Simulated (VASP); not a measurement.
An input for Ansatz (written as the equivalent of a VASP run, and not itself run):

Ansatz 0.2 input:
```yaml
crystal:
  lattice:
    - [0.0000000, 2.6786434, 2.6786434]
    - [2.6786434, 0.0000000, 2.6786434]
    - [2.6786434, 2.6786434, 0.0000000]
  atoms:
    - { symbol: Co, position: [0.0000000, 0.0000000, 0.0000000] }
    - { symbol: Si, position: [0.2500000, 0.2500000, 0.2500000] }
    - { symbol: Si, position: [0.7500000, 0.7500000, 0.7500000] }
kpoints:
  mp_grid: { grid: [10, 10, 10] }
hamiltonian:
  xc: pbe
  dispersion: d4
  pseudopotentials: { kind: paw }
scf:
  occupations: { method: methfessel_paxton, width: 0.1 }
  max_iter: 100
output: { forces: true, stress: true, eigenvalues: true }
```

Q: Write the VASP files for the same calculation (PBE-D4).

A: Several could match; the one computed here: 
POSCAR:
```
CoSi2
1
    0.0000000000     2.6786434120     2.6786434120
    2.6786434120     0.0000000000     2.6786434120
    2.6786434120     2.6786434120     0.0000000000
Co Si
1 2
Direct
  0.0000000000   0.0000000000   0.0000000000
  0.2500000000   0.2500000000   0.2500000000
  0.7500000000   0.7500000000   0.7500000000
```

### KPOINTS
```
Automatic
0
G
  10 10 10
0 0 0
```

### INCAR
```
SYSTEM = CoSi2
PREC = Accurate; ENCUT = 520; LREAL = F
LASPH = T
EDIFF = 1E-7; NELM = 100; ALGO = Normal
LMAXMIX = 4
ISMEAR = 1; SIGMA = 0.1
GGA = PE; IVDW = 13
ISIF = 2
LWAVE = F; LCHARG = F
```

POTCAR, in this order: Co Si (PBE.64 set). Program: vasp_std.

Limits of the translation: each code has its own PAW files, so the cut-off isn't converted (ENCUT is set for VASP's; basis.ecutwfc is left out, and Ansatz then takes the one that its files recommend); Ansatz stops its SCF on the density residual and VASP on the energy change (EDIFF).

The compound is CoSi2 in the fluorite structure. This cell is one point of a volume scan, at 1.03 of the reference volume.
